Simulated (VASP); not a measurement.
Input for VASP

**INCAR**
```
SYSTEM  =  BaO
PREC  =  Accurate; ENCUT  =  620; LREAL  =  F
LASPH  =  T
EDIFF  =  1E-6; NELM  =  100; ALGO  =  Normal
LMAXMIX  =  4
ISMEAR  =  0; SIGMA  =  0.05
GGA  =  PS
IBRION  =  2; NSW  =  40; ISIF  =  3
EDIFFG  =  -0.02; PSTRESS  =  50
LWAVE  =  F; LCHARG  =  F
```

### POSCAR
```
BaO
1.0
  0.0000000000   2.8830387485   2.8830387485
  2.8830387485   0.0000000000   2.8830387485
  2.8830387485   2.8830387485   0.0000000000
Ba O
1 1
Cart
  0.0000000000   0.0000000000   0.0000000000
  1.4415193743   1.4415193743   1.4415193743
```

### KPOINTS
```
Regular mesh
0
gamma
8 8 8
0 0 0
```

POTCAR, in this order: Ba_sv O (PBE.64 set). Program: vasp_std.

Question: Translate this PBEsol calculation to Quantum ESPRESSO's pw.x.

Answer: One equivalent input (not run):
```
&CONTROL
  calculation = 'vc-relax'
  pseudo_dir = './pseudo'
  outdir = './out'
  tprnfor = .true.
  tstress = .true.
  nstep = 40
  forc_conv_thr = 0.00078
/
&SYSTEM
  ibrav = 0
  nat = 2
  ntyp = 2
  ecutwfc = 84
  occupations = 'smearing'
  smearing = 'gaussian'
  degauss = 0.003675
  input_dft = 'pbesol'
/
&ELECTRONS
  conv_thr = 7.3e-08
  electron_maxstep = 100
/
&IONS
/
&CELL
  press = 50
/
ATOMIC_SPECIES
  Ba 137.327 Ba.upf
  O 15.999 O.upf
CELL_PARAMETERS angstrom
     0.0000000    2.8830387    2.8830387
     2.8830387   -0.0000000    2.8830387
     2.8830387    2.8830387   -0.0000000
ATOMIC_POSITIONS crystal
  Ba   0.0000000  0.0000000  0.0000000
  O    0.2500000  0.2500000  0.2500000
K_POINTS automatic
  8 8 8 0 0 0
```
What does not carry over: the potentials are each code's own (VASP's PAW set, PseudoDojo norm-conserving files in pw.x), so ENCUT and ecutwfc are chosen apart and not converted; conv_thr bounds pw.x's estimated SCF error, while EDIFF bounds the energy change between steps; forc_conv_thr acts on force components and is met together with etot_conv_thr.

The structure was generated: BaO was put into the zinc blende type (F-43m), which need not be its known phase. It was relaxed first under an external pressure of 5 GPa.
